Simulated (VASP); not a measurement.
Method: PBE GGA, VASP's PBE PAW potentials (set 64) (plane waves; VASP).

A VASP calculation is set up with these files.

### KPOINTS
```
Automatic mesh
0
Gamma
6 6 6
0 0 0
```

POSCAR:
```
Se
1
    2.2524746891    -3.9014005883     0.0000000000
    2.2524746891     3.9014005883     0.0000000000
    0.0000000000     0.0000000000     5.0502592305
Se
3
Direct
  0.0000000000   0.2198735226   0.6666670000
  0.7801264774   0.7801264774   0.0000000000
  0.2198735226   0.0000000000   0.3333330000
```

**INCAR**
```
! general
SYSTEM   =  Se
PREC     =  Accurate
ENCUT    =  480
LREAL    =  .False.
LASPH    =  .True.

! electronic loop
EDIFF    =  1E-7
NELM     =  100
ALGO     =  Normal
LMAXMIX  =  4

! smearing
ISMEAR   =  0
SIGMA    =  0.05

! functional
GGA      =  PE

! ions
ISIF     =  2

! output
LWAVE    =  .False.
LCHARG   =  .False.
```

POTCAR, in this order: Se (PBE.64 set). Program: vasp_std.

Without a dispersion term in the relaxation, distances and binding between the weakly bound layers, chains or molecules are unreliable, and so is what depends on them.

Question: Estimate the energy per atom (σ→0), band gap (on the k-mesh).

Answer: 
```yaml
energy per atom (σ→0): -3.503 eV/atom
band gap (on the k-mesh): 1.00 eV
```

OSZICAR:
```
...
DAV:   7    -0.105107402740E+02    0.21602E-01   -0.81343E-02   939   0.206E+00    0.200E-01
DAV:   8    -0.105101409283E+02    0.59935E-03   -0.99749E-03   969   0.708E-01    0.100E-01
DAV:   9    -0.105102809176E+02   -0.13999E-03   -0.32399E-04  1104   0.138E-01    0.295E-02
DAV:  10    -0.105103203019E+02   -0.39384E-04   -0.61397E-05   969   0.601E-02    0.834E-03
DAV:  11    -0.105103240838E+02   -0.37819E-05   -0.10555E-05  1019   0.220E-02    0.386E-03
DAV:  12    -0.105103238245E+02    0.25933E-06   -0.21994E-06   999   0.107E-02    0.224E-03
DAV:  13    -0.105103237978E+02    0.26685E-07   -0.37829E-07  1026   0.384E-03
   1 F= -.10510324E+02 E0= -.10510324E+02  d E =-.149369E-16
```

The compound is Se in the trig structure. It was relaxed first, which changed the volume by +8 %.
